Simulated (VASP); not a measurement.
CdF2 (fluorite), at 1.04 of the tabulated volume:

```
CdF2
1.0
    0.00000     2.73047     2.73047
    2.73047     0.00000     2.73047
    2.73047     2.73047     0.00000
Cd F
1 2
Direct
  0.00000   0.00000   0.00000
  0.25000   0.25000   0.25000
  0.75000   0.75000   0.75000
```

The lowest empty band near Γ, direction [110], from mBJ (TB09) with spin-orbit coupling in VASP (PAW); its two spin partners are averaged. The gap over the points computed is 6.48 eV, and the next band on that side lies 9.51 eV away at the edge.

Numerical set-up: 520 eV cut-off, 8×8×8 Γ-centred mesh, Gaussian smearing of 0.050 eV, potentials Cd F.

| distance from the edge in k (1/Å) | distance in energy (meV) |
|---|---|
| 0.025 | 4.3 |
| 0.035 | 8.4 |
| 0.050 | 17.2 |
| 0.070 | 33.4 |

Fit E(1 + αE) = ħ²k²/2m* (ħ²/2m0 = 3.810 eV Å²) and predict the row at 0.095 1/Å.

The rows don't resolve α, so a parabola serves: the electron mass is m* = 0.558 m0, and so 61.7 meV. The run gave 61.1 meV, -0.6 meV from the fit.

Left out are points under 3 meV from the edge, since the levels carry 0.1 meV, and points farther than half the way to the next band.

The compound is CdF2 in the fluorite structure. The cell was not relaxed at this level.
